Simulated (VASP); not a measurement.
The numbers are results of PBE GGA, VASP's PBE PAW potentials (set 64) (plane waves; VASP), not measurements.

Input for VASP

INCAR:
```
# general
SYSTEM    =  Li3Ca
PREC      =  Accurate
ENCUT     =  400
LREAL     =  .False.   # projection in real space or not
LASPH     =  .True.   # aspherical one-centre terms

# electronic loop
EDIFF     =  1E-8   # SCF stop (eV)
NELM      =  100
ALGO      =  Normal   # blocked Davidson

# smearing
ISMEAR    =  -1
SIGMA     =  0.1

# functional
GGA       =  PE   # PBE

# ions
IBRION    =  8   # DFPT with symmetry
NSW       =  1   # most ionic steps
ISIF      =  2

# output
LWAVE     =  .False.
LCHARG    =  .False.

# other
LEPSILON  =  .False.
```

File KPOINTS:
```
Automatic mesh
0
Gamma
10 10 10
0 0 0
```

POSCAR:
```
Li3Ca
1
    4.6050610000     0.0000000000     0.0000000000
    0.0000000000     4.6050610000     0.0000000000
    0.0000000000     0.0000000000     4.6050610000
Li Ca
3 1
Direct
  0.0000000000   0.5000000000   0.5000000000
  0.5000000000   0.5000000000   0.0000000000
  0.5000000000   0.0000000000   0.5000000000
  0.0000000000   0.0000000000   0.0000000000
```

POTCAR, in this order: Li_sv Ca_sv (PBE.64 set). Program: vasp_std.

Q: What will the output report for the number of irreducible k-points (NKPTS), largest plane-wave count, number of space-group operations, FFT grid (NGX, NGY, NGZ)?

A: 
```yaml
number of irreducible k-points (NKPTS): 56
largest_plane_wave_count: 1800
number_of_space_group_operations: 48
FFT grid (NGX, NGY, NGZ): 30 × 30 × 30
```

The structure was generated: Li3Ca was put into an ordered model structure, which need not be its known phase. The cell was not relaxed at this level. The run is one of a series of settings (EDIFF = 1E-8, IBRION = 8, LEPSILON = .FALSE., NSW = 1 against the base run), some of them coarse on purpose. The electron count is odd and the run is not spin-polarised, which forces a metal.
